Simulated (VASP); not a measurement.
Input:

```xyz
14
Lattice="0.0000 5.1460 5.1460 5.1460 0.0000 5.1460 5.1460 5.1460 0.0000" Properties=species:S:1:pos:R:3 pbc="T T T"
Al     1.2865     1.2865     1.2865
Al     1.2865     3.8595     3.8595
Al     3.8595     3.8595     1.2865
Al     3.8595     1.2865     3.8595
Cd     7.7191     7.7191     7.7191
Cd     5.1460     5.1460     5.1460
S      6.5816     6.5816     3.7105
S      6.2835     9.1546     6.2835
S      3.7105     3.7105     3.7105
S      9.1546     6.2835     6.2835
S      6.5816     3.7105     6.5816
S      6.2835     6.2835     9.1546
S      3.7105     6.5816     6.5816
S      9.1546     9.1546     9.1546
```

Method: r2SCAN meta-GGA, VASP's PBE PAW potentials (set 64) (plane waves; VASP). Numerical set-up: LREAL = Auto, 400 eV cut-off, 4×4×4 Γ-centred mesh, tetrahedra with Blöchl corrections, potentials Al Cd S.

Q: Predict the energy per atom (σ→0), band gap (over mesh and band path) with the smallest direct gap where there is one.

A: 
```json
{
  "band gap (over mesh and band path)": "3.02 eV",
  "smallest direct gap (over mesh and band path)": "3.02 eV",
  "energy per atom (σ→0)": "-10.506 eV/atom"
}
```

Total energies compare only between runs with the same potentials, cut-off and functional.

The structure comes from a computed database's Al2CdS4 entry (Fd-3m); how it stands against other phases isn't given here. It was relaxed first.
